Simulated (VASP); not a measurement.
Computed with PBE GGA with D3 dispersion (Becke-Johnson damping), VASP's PBE PAW potentials (set 64) (plane waves; VASP).

VASP ran on this input.

**POSCAR**
```
SrTiO3
1
    3.9147562609     0.0000000000     0.0000000000
    0.0000000000     3.9147562609     0.0000000000
    0.0000000000     0.0000000000     3.9147562609
Sr Ti O
1 1 3
Direct
  0.0000000000   0.0000000000   0.0000000000
  0.5000000000   0.5000000000   0.5000000000
  0.5000000000   0.0000000000   0.5000000000
  0.0000000000   0.5000000000   0.5000000000
  0.5000000000   0.5000000000   0.0000000000
```

### KPOINTS
```
K-points
0
Gamma
  6 6 6
```

INCAR:
```
# general
SYSTEM  = SrTiO3
PREC    = Accurate
ENCUT   = 520
LREAL   = F
LASPH   = T

# electronic loop
EDIFF   = 1E-7
NELM    = 100
ALGO    = Normal
LMAXMIX = 4

# smearing
ISMEAR  = 0
SIGMA   = 0.05

# functional
GGA     = PE
IVDW    = 12

# ions
ISIF    = 2

# output
LWAVE   = F
LCHARG  = F
```

POTCAR, in this order: Sr_sv Ti_sv O (PBE.64 set). Program: vasp_std.

What VASP printed:

**OUTCAR**
```
 ion  position               nearest neighbor table
   1  0.000  0.000  0.000-   3 2.77   4 2.77   5 2.77   3 2.77   4 2.77   4 2.77   5 2.77   4 2.77
                             3 2.77   5 2.77   3 2.77   5 2.77   2 3.39   2 3.39   2 3.39   2 3.39
   2  0.500  0.500  0.500-   3 1.96   4 1.96   5 1.96   5 1.96   3 1.96   4 1.96   1 3.39   1 3.39
                             1 3.39   1 3.39   1 3.39   1 3.39   1 3.39   1 3.39
   3  0.500  0.000  0.500-   2 1.96   2 1.96   1 2.77   1 2.77   1 2.77   1 2.77
   4  0.000  0.500  0.500-   2 1.96   2 1.96   1 2.77   1 2.77   1 2.77   1 2.77
   5  0.500  0.500  0.000-   2 1.96   2 1.96   1 2.77   1 2.77   1 2.77   1 2.77
  LATTYP: Found a simple cubic cell.
 ALAT       =     3.9147562609
 Subroutine PRICEL returns:
 Original cell was already a primitive cell.
 Subroutine GETGRP returns: Found 48 space group operations
The static configuration has the point symmetry O_h .
The dynamic configuration has the point symmetry O_h .
 Subroutine INISYM returns: Found 48 space group operations
 Subroutine IBZKPT returns following result:
 Found     20 irreducible k-points:

 Following reciprocal coordinates:
            Coordinates               Weight
  0.000000  0.000000  0.000000      1.000000
  0.166667  0.000000  0.000000      6.000000
  0.333333  0.000000  0.000000      6.000000
  0.500000  0.000000  0.000000      3.000000
  0.166667  0.166667  0.000000     12.000000
  0.333333  0.166667  0.000000     24.000000
  0.500000  0.166667  0.000000     12.000000
  0.333333  0.333333  0.000000     12.000000
  0.500000  0.333333  0.000000     12.000000
  0.500000  0.500000  0.000000      3.000000
  0.166667  0.166667  0.166667      8.000000
  0.333333  0.166667  0.166667     24.000000
  0.500000  0.166667  0.166667     12.000000
  0.333333  0.333333  0.166667     24.000000
  0.500000  0.333333  0.166667     24.000000
  0.500000  0.500000  0.166667      6.000000
  0.333333  0.333333  0.333333      8.000000
  0.500000  0.333333  0.333333     12.000000
  0.500000  0.500000  0.333333      6.000000
  0.500000  0.500000  0.500000      1.000000
   k-points           NKPTS =     20   k-points in BZ     NKDIM =     20   number of bands    NBANDS=     24
   number of dos      NEDOS =    301   number of ions     NIONS =      5
   total plane-waves  NPLWV =  27000
   dimension x,y,z NGX =    30 NGY =   30 NGZ =   30
   dimension x,y,z NGXF=    60 NGYF=   60 NGZF=   60
   ions per type =               1   1   3
   PREC   = accura    normal or accurate (medium, high low for compatibility)
   ISTART =      0    job   : 0-new  1-cont  2-samecut
   ICHARG =      2    charge: 1-file 2-atom 10-const
   ISPIN  =      1    spin polarized calculation?
   LNONCOLLINEAR =      F non collinear calculations
   LSORBIT =      F    spin-orbit coupling
   INIWAV =      1    electr: 0-lowe 1-rand  2-diag
   ENCUT  =  520.0 eV  38.22 Ry    6.18 a.u.   7.28  7.28  7.28*2*pi/ulx,y,z
   NELM   =    100;   NELMIN=  2; NELMDL= -5     # of ELM steps
   EDIFF  = 0.1E-06   stopping-criterion for ELM
   LREAL  =      F    real-space projection
   NLSPLINE    = F    spline interpolate recip. space projectors
   LMAXMIX     =    4 max onsite mixed and CHGCAR
   VOSKOWN=      0    Vosko Wilk Nusair interpolation
   EDIFFG = 0.1E-05   stopping-criterion for IOM
   NSW    =      0    number of steps for IOM
   NBLOCK =      1;   KBLOCK =      1    inner block; outer block
   IBRION =     -1    ionic relax: 0-MD 1-quasi-New 2-CG
   NFREE  =      0    steps in history (QN), initial steepest desc. (CG)
   ISIF   =      2    stress and relaxation
   ISYM   =      2    0-nonsym 1-usesym 2-fastsym
   TEIN   =    0.0    initial temperature
   TEBEG  =    0.0;   TEEND  =   0.0 temperature during run
   SMASS  =  -3.00    Nose mass-parameter (am)
   PSTRESS=    0.0 pullay stress
   NELECT =      40.0000    total number of electrons
   EFERMI =   0.00;   METHOD = LEGACY
   ISMEAR =     0;   SIGMA  =   0.05  broadening in eV -4-tet -1-fermi 0-gaus
...
```

File OSZICAR:
```
       N       E                     dE             d eps       ncg     rms          rms(c)
DAV:   1     0.452222127338E+03    0.45222E+03   -0.22230E+04   960   0.186E+03
DAV:   2    -0.597532191391E+01   -0.45820E+03   -0.44846E+03  1176   0.502E+02
DAV:   3    -0.484507023189E+02   -0.42475E+02   -0.42434E+02  1400   0.148E+02
DAV:   4    -0.503398085516E+02   -0.18891E+01   -0.18883E+01  1360   0.276E+01
DAV:   5    -0.504085280241E+02   -0.68719E-01   -0.68715E-01  1320   0.398E+00    0.270E+01
DAV:   6    -0.401238387627E+02    0.10285E+02   -0.66906E+01  1456   0.750E+01    0.161E+01
DAV:   7    -0.401571472839E+02   -0.33309E-01   -0.89979E+00  1184   0.234E+01    0.105E+01
DAV:   8    -0.401783041953E+02   -0.21157E-01   -0.19862E+00  1216   0.152E+01    0.292E+00
DAV:   9    -0.400928663810E+02    0.85438E-01   -0.48479E-01  1200   0.693E+00    0.914E-01
DAV:  10    -0.400973690233E+02   -0.45026E-02   -0.12603E-01  1304   0.252E+00    0.855E-01
DAV:  11    -0.400886432187E+02    0.87258E-02   -0.71565E-02  1456   0.221E+00    0.184E-01
DAV:  12    -0.400884394890E+02    0.20373E-03   -0.26358E-03  1104   0.557E-01    0.865E-02
DAV:  13    -0.400884063774E+02    0.33112E-04   -0.45067E-04  1440   0.197E-01    0.443E-02
DAV:  14    -0.400884143130E+02   -0.79356E-05   -0.65049E-05  1272   0.578E-02    0.172E-02
DAV:  15    -0.400884123055E+02    0.20075E-05   -0.12671E-05  1400   0.373E-02    0.657E-03
DAV:  16    -0.400884127355E+02   -0.43001E-06   -0.21492E-06  1280   0.118E-02    0.484E-03
DAV:  17    -0.400884125246E+02    0.21087E-06   -0.86812E-07  1208   0.124E-02    0.108E-03
DAV:  18    -0.400884124766E+02    0.48028E-07   -0.72237E-08   616   0.229E-03
   1 F= -.41405760E+02 E0= -.41405760E+02  d E =-.577082E-11
```

OUTCAR:
```
------------------------ aborting loop because EDIFF is reached ----------------------------------------
 Edisp (eV)   -1.31735
  FORCE on cell =-STRESS in cart. coord.  units (eV):
  Direction    XX          YY          ZZ          XY          YZ          ZX
  --------------------------------------------------------------------------------------
  Total      -0.00932    -0.00932    -0.00932    -0.00000    -0.00000     0.00000
  in kB      -0.24892    -0.24892    -0.24892    -0.00000    -0.00000     0.00000
  external pressure =       -0.25 kB  Pullay stress =        0.00 kB
  volume of cell :       59.99
      direct lattice vectors                 reciprocal lattice vectors
     3.914756261  0.000000000  0.000000000     0.255443745  0.000000000  0.000000000
     0.000000000  3.914756261  0.000000000     0.000000000  0.255443745  0.000000000
     0.000000000  0.000000000  3.914756261     0.000000000  0.000000000  0.255443745
 POSITION                                       TOTAL-FORCE (eV/Angst)
 -----------------------------------------------------------------------------------
      0.00000      0.00000      0.00000         0.000000      0.000000      0.000000
      1.95738      1.95738      1.95738         0.000000      0.000000      0.000000
      1.95738      0.00000      1.95738         0.000000      0.000000      0.000000
      0.00000      1.95738      1.95738         0.000000      0.000000      0.000000
      1.95738      1.95738      0.00000         0.000000      0.000000      0.000000
 -----------------------------------------------------------------------------------
    total drift:                                0.000000      0.000000     -0.000000
  FREE ENERGIE OF THE ION-ELECTRON SYSTEM (eV)
  ---------------------------------------------------
  free  energy   TOTEN  =       -41.4057598471 eV

  energy  without entropy=      -41.4057598471  energy(sigma->0) =      -41.40575985
```
(Selected blocks of OUTCAR.)

The compound is SrTiO3 in the cubic perovskite structure, the ideal cubic form; the compound distorts at low or room temperature. It was relaxed first.
